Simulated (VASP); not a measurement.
These are MS2 meta-GGA, VASP's PBE PAW potentials (set 64) (plane waves; VASP) values and carry that method's errors.

A VASP calculation is set up with these files.

**POSCAR**
```
NaCl
3.9537940
  0.0000000000   0.7071067644   0.7071067644
  0.7071067644   0.0000000000   0.7071067644
  0.7071067644   0.7071067644   0.0000000000
Na Cl
1 1
direct
  0.0000000000   0.0000000000   0.0000000000
  0.5000000000   0.5000000000   0.5000000000
```

### KPOINTS
```
kpoints
0
gamma
9 9 9
0 0 0
```

### INCAR
```
SYSTEM = NaCl
PREC = Accurate; ENCUT = 520; LREAL = .FALSE.
LASPH = .TRUE.
EDIFF = 1E-7; NELM = 100; ALGO = Normal
LMIXTAU = .TRUE.
ISMEAR = -5
METAGGA = MS2
ISIF = 2
LWAVE = .FALSE.; LCHARG = .FALSE.; LORBIT = 11
NEDOS = 601
```

### KPOINTS_OPT
```
k-points along high-symmetry lines
10
Line-mode
Reciprocal
  0.000000   0.000000   0.000000 ! GAMMA
  0.500000   0.000000   0.500000 ! X

  0.500000   0.000000   0.500000 ! X
  0.625000   0.250000   0.625000 ! U

  0.375000   0.375000   0.750000 ! K
  0.000000   0.000000   0.000000 ! GAMMA

  0.000000   0.000000   0.000000 ! GAMMA
  0.500000   0.500000   0.500000 ! L

  0.500000   0.500000   0.500000 ! L
  0.500000   0.250000   0.750000 ! W

  0.500000   0.250000   0.750000 ! W
  0.500000   0.000000   0.500000 ! X
```

POTCAR, in this order: Na_pv Cl (PBE.64 set). Program: vasp_std.

Output

**OUTCAR**
```
 ion  position               nearest neighbor table
   1  0.000  0.000  0.000-
   2  0.500  0.500  0.500-
  LATTYP: Found a face centered cubic cell.
 ALAT       =     5.5915089652
 Subroutine PRICEL returns:
 Original cell was already a primitive cell.
 Subroutine GETGRP returns: Found 48 space group operations
The static configuration has the point symmetry O_h .
The dynamic configuration has the point symmetry O_h .
 Subroutine INISYM returns: Found 48 space group operations
 Subroutine IBZKPT returns following result:
 Found     35 irreducible k-points:

 Following reciprocal coordinates:
            Coordinates               Weight
  0.000000  0.000000  0.000000      1.000000
  0.111111  0.000000  0.000000      8.000000
  0.222222  0.000000  0.000000      8.000000
  0.333333  0.000000  0.000000      8.000000
  0.444444  0.000000  0.000000      8.000000
  0.111111  0.111111  0.000000      6.000000
  0.222222  0.111111  0.000000     24.000000
  0.333333  0.111111  0.000000     24.000000
  0.444444  0.111111  0.000000     24.000000
 -0.444444  0.111111  0.000000     24.000000
 -0.333333  0.111111  0.000000     24.000000
 -0.222222  0.111111  0.000000     24.000000
 -0.111111  0.111111  0.000000     12.000000
  0.222222  0.222222  0.000000      6.000000
  0.333333  0.222222  0.000000     24.000000
  0.444444  0.222222  0.000000     24.000000
 -0.444444  0.222222  0.000000     24.000000
 -0.333333  0.222222  0.000000     24.000000
 -0.222222  0.222222  0.000000     12.000000
  0.333333  0.333333  0.000000      6.000000
  0.444444  0.333333  0.000000     24.000000
 -0.444444  0.333333  0.000000     24.000000
 -0.333333  0.333333  0.000000     12.000000
  0.444444  0.444444  0.000000      6.000000
...
```

File OSZICAR:
```
       N       E                     dE             d eps       ncg     rms          rms(c)
DAV:   1     0.799211964998E+02    0.79921E+02   -0.72283E+03   784   0.125E+03
DAV:   2    -0.113367317948E+02   -0.91258E+02   -0.85235E+02   888   0.285E+02
DAV:   3    -0.190309910373E+02   -0.76943E+01   -0.76474E+01   926   0.806E+01
DAV:   4    -0.191817656967E+02   -0.15077E+00   -0.15065E+00   880   0.123E+01
DAV:   5    -0.191854971821E+02   -0.37315E-02   -0.37309E-02   961   0.181E+00    0.295E+00
DAV:   6    -0.140231551067E+02    0.51623E+01   -0.21713E+00   782   0.154E+01    0.155E+00
DAV:   7    -0.151727810991E+02   -0.11496E+01   -0.71631E-01   770   0.895E+00    0.168E+00
DAV:   8    -0.150473954308E+02    0.12539E+00   -0.25442E-01   770   0.548E+00    0.126E+00
DAV:   9    -0.151574075219E+02   -0.11001E+00   -0.26322E-01   770   0.634E+00    0.731E-01
DAV:  10    -0.150199992991E+02    0.13741E+00   -0.36226E-01   770   0.775E+00    0.282E-01
DAV:  11    -0.150564229883E+02   -0.36424E-01   -0.23639E-02   776   0.181E+00    0.155E-01
DAV:  12    -0.150624981696E+02   -0.60752E-02   -0.32999E-03   839   0.718E-01    0.148E-01
DAV:  13    -0.150617183794E+02    0.77979E-03   -0.69656E-04   881   0.230E-01    0.660E-02
DAV:  14    -0.150625122816E+02   -0.79390E-03   -0.45368E-04   785   0.259E-01    0.214E-02
DAV:  15    -0.150624977155E+02    0.14566E-04   -0.29189E-05   803   0.587E-02    0.104E-02
DAV:  16    -0.150625287139E+02   -0.30998E-04   -0.10553E-05   848   0.451E-02    0.404E-03
DAV:  17    -0.150625344231E+02   -0.57092E-05   -0.29266E-06   854   0.228E-02    0.286E-03
DAV:  18    -0.150625379979E+02   -0.35747E-05   -0.50224E-07   791   0.915E-03    0.236E-03
DAV:  19    -0.150625388412E+02   -0.84336E-06   -0.35489E-07   824   0.677E-03    0.768E-04
DAV:  20    -0.150625387582E+02    0.82996E-07   -0.39777E-07   776   0.812E-03
   1 F= -.15062539E+02 E0= -.15062539E+02  d E =0.000000E+00
       N       E                     dE             ncg
       N       E                     dE             ncg
```

**OUTCAR**
```
------------------------ aborting loop because EDIFF is reached ----------------------------------------
  FORCE on cell =-STRESS in cart. coord.  units (eV):
  Direction    XX          YY          ZZ          XY          YZ          ZX
  --------------------------------------------------------------------------------------
  Total       -0.0071092     -0.0071092     -0.0071092     -0.0000000     -0.0000000      0.0000000
  in kB       -0.2606189     -0.2606189     -0.2606189     -0.0000000     -0.0000000      0.0000000
  external PRESSURE =      -0.2606189 kB  Pullay stress =       0.0000000 kB
  volume of cell :       43.70
      direct lattice vectors                 reciprocal lattice vectors
     0.000000000  2.795754483  2.795754483    -0.178842600  0.178842600  0.178842600
     2.795754483  0.000000000  2.795754483     0.178842600 -0.178842600  0.178842600
     2.795754483  2.795754483  0.000000000     0.178842600  0.178842600 -0.178842600
  FREE ENERGIE OF THE ION-ELECTRON SYSTEM (eV)
  ---------------------------------------------------
  free  energy   TOTEN  =       -15.0625387582 eV

  energy  without entropy=      -15.0625387582  energy(sigma->0) =      -15.06253876

 total charge

# of ion       s       p       d       tot
------------------------------------------
    1        0.049   5.985   0.000   6.035
    2        1.572   3.623   0.000   5.195
--------------------------------------------------
tot          1.622   9.608   0.000  11.230
```
(Selected blocks of OUTCAR.)

The compound is NaCl in the rock salt structure. It was relaxed first.
